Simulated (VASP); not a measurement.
These are LDA (Ceperley-Alder, Perdew-Zunger), VASP's LDA PAW potentials (set 64) (plane waves; VASP) values and carry that method's errors.

The input files of a VASP run:

### KPOINTS
```
Regular mesh
0
gamma
  5 5 5
0 0 0
```

**POSCAR**
```
BaTiO3
1
    3.9525453398     0.0000000000     0.0000000000
    0.0000000000     3.9525453398     0.0000000000
    0.0000000000     0.0000000000     3.9525453398
Ba Ti O
1 1 3
Direct
  0.0000000000   0.0000000000   0.0000000000
  0.5000000000   0.5000000000   0.5000000000
  0.5000000000   0.0000000000   0.5000000000
  0.0000000000   0.5000000000   0.5000000000
  0.5000000000   0.5000000000   0.0000000000
```

### INCAR
```
# general
SYSTEM =BaTiO3
PREC   =Accurate
ENCUT  =520
LREAL  =.FALSE.
LASPH  =.TRUE.

# electronic loop
EDIFF  =1E-8
NELM   =100
ALGO   =Normal
LMAXMIX=4

# smearing
ISMEAR =0
SIGMA  =0.05

# ions
IBRION =1
NSW    =30
ISIF   =2
EDIFFG =-0.001

# output
LWAVE  =.FALSE.
LCHARG =.FALSE.
```

POTCAR, in this order: Ba_sv Ti_sv O (LDA.64 set). Program: vasp_std.

Output of the run:

OUTCAR:
```
 ion  position               nearest neighbor table
   1  0.000  0.000  0.000-   3 2.79   4 2.79   5 2.79   3 2.79   4 2.79   4 2.79   5 2.79   4 2.79
                             3 2.79   5 2.79   3 2.79   5 2.79   2 3.42   2 3.42   2 3.42   2 3.42
   2  0.500  0.500  0.500-   3 1.98   4 1.98   5 1.98   5 1.98   3 1.98   4 1.98   1 3.42   1 3.42
                             1 3.42   1 3.42   1 3.42   1 3.42   1 3.42   1 3.42
   3  0.500  0.000  0.500-   2 1.98   2 1.98   1 2.79   1 2.79   1 2.79   1 2.79
   4  0.000  0.500  0.500-   2 1.98   2 1.98   1 2.79   1 2.79   1 2.79   1 2.79
   5  0.500  0.500  0.000-   2 1.98   2 1.98   1 2.79   1 2.79   1 2.79   1 2.79
  LATTYP: Found a simple cubic cell.
 ALAT       =     3.9525453398
 Subroutine PRICEL returns:
 Original cell was already a primitive cell.
 Subroutine GETGRP returns: Found 48 space group operations
The static configuration has the point symmetry O_h .
The dynamic configuration has the point symmetry O_h .
 Subroutine INISYM returns: Found 48 space group operations
 Subroutine IBZKPT returns following result:
 Found     10 irreducible k-points:

 Following reciprocal coordinates:
            Coordinates               Weight
  0.000000  0.000000  0.000000      1.000000
  0.200000  0.000000  0.000000      6.000000
  0.400000  0.000000  0.000000      6.000000
  0.200000  0.200000  0.000000     12.000000
...
```

File OSZICAR:
```
       N       E                     dE             d eps       ncg     rms          rms(c)
DAV:   1     0.457580702503E+03    0.45758E+03   -0.21808E+04   480   0.184E+03
DAV:   2    -0.375305250224E+01   -0.46133E+03   -0.45591E+03   568   0.494E+02
DAV:   3    -0.525769899180E+02   -0.48824E+02   -0.47567E+02   720   0.148E+02
DAV:   4    -0.546570040727E+02   -0.20800E+01   -0.20791E+01   640   0.289E+01
DAV:   5    -0.547244178329E+02   -0.67414E-01   -0.67409E-01   696   0.379E+00    0.239E+01
DAV:   6    -0.444268743919E+02    0.10298E+02   -0.71518E+01   744   0.779E+01    0.105E+01
DAV:   7    -0.443280777493E+02    0.98797E-01   -0.10780E+01   632   0.243E+01    0.676E+00
DAV:   8    -0.441712190837E+02    0.15686E+00   -0.14156E+00   624   0.117E+01    0.227E+00
DAV:   9    -0.441634048963E+02    0.78142E-02   -0.20433E-01   592   0.359E+00    0.975E-01
DAV:  10    -0.441576647541E+02    0.57401E-02   -0.87835E-02   656   0.249E+00    0.622E-01
DAV:  11    -0.441535644339E+02    0.41003E-02   -0.34039E-02   688   0.129E+00    0.138E-01
DAV:  12    -0.441533446831E+02    0.21975E-03   -0.18060E-03   608   0.391E-01    0.455E-02
DAV:  13    -0.441533873824E+02   -0.42699E-04   -0.11518E-03   664   0.258E-01    0.668E-02
DAV:  14    -0.441533121049E+02    0.75278E-04   -0.44586E-04   616   0.142E-01    0.203E-02
DAV:  15    -0.441533120317E+02    0.73184E-07   -0.19893E-05   624   0.331E-02    0.576E-03
DAV:  16    -0.441533119418E+02    0.89879E-07   -0.96254E-07   616   0.695E-03    0.451E-03
DAV:  17    -0.441533117453E+02    0.19652E-06   -0.15369E-06   624   0.127E-02    0.149E-03
DAV:  18    -0.441533117177E+02    0.27550E-07   -0.29297E-07   624   0.451E-03    0.776E-04
DAV:  19    -0.441533117143E+02    0.34661E-08   -0.19086E-08   376   0.124E-03
   1 F= -.44153312E+02 E0= -.44153312E+02  d E =-.441533E+02
```

### OUTCAR
```
------------------------ aborting loop because EDIFF is reached ----------------------------------------
  FORCE on cell =-STRESS in cart. coord.  units (eV):
  Direction    XX          YY          ZZ          XY          YZ          ZX
  --------------------------------------------------------------------------------------
  Total       -0.0652795     -0.0652795     -0.0652795      0.0000000      0.0000000     -0.0000000
  in kB       -1.6937794     -1.6937794     -1.6937794      0.0000000      0.0000000     -0.0000000
  external PRESSURE =      -1.6937794 kB  Pullay stress =       0.0000000 kB
  volume of cell :       61.75
      direct lattice vectors                 reciprocal lattice vectors
     3.952545340  0.000000000  0.000000000     0.253001525  0.000000000  0.000000000
     0.000000000  3.952545340  0.000000000     0.000000000  0.253001525  0.000000000
     0.000000000  0.000000000  3.952545340     0.000000000  0.000000000  0.253001525
 POSITION                                       TOTAL-FORCE (eV/Angst)
 -----------------------------------------------------------------------------------
      0.00000      0.00000      0.00000         0.000000      0.000000      0.000000
      1.97627      1.97627      1.97627         0.000000      0.000000      0.000000
      1.97627      0.00000      1.97627         0.000000      0.000000      0.000000
      0.00000      1.97627      1.97627         0.000000      0.000000      0.000000
      1.97627      1.97627      0.00000         0.000000      0.000000      0.000000
 -----------------------------------------------------------------------------------
    total drift:                                0.000000      0.000000     -0.000000
  FREE ENERGIE OF THE ION-ELECTRON SYSTEM (eV)
  ---------------------------------------------------
  free  energy   TOTEN  =       -44.1533117143 eV

  energy  without entropy=      -44.1533117143  energy(sigma->0) =      -44.15331171

 reached required accuracy - stopping structural energy minimisation
```
(Selected blocks of OUTCAR.)

The compound is BaTiO3 in the cubic perovskite structure, the ideal cubic form; the compound distorts at low or room temperature. It was relaxed first. The start is the result of an earlier pass.
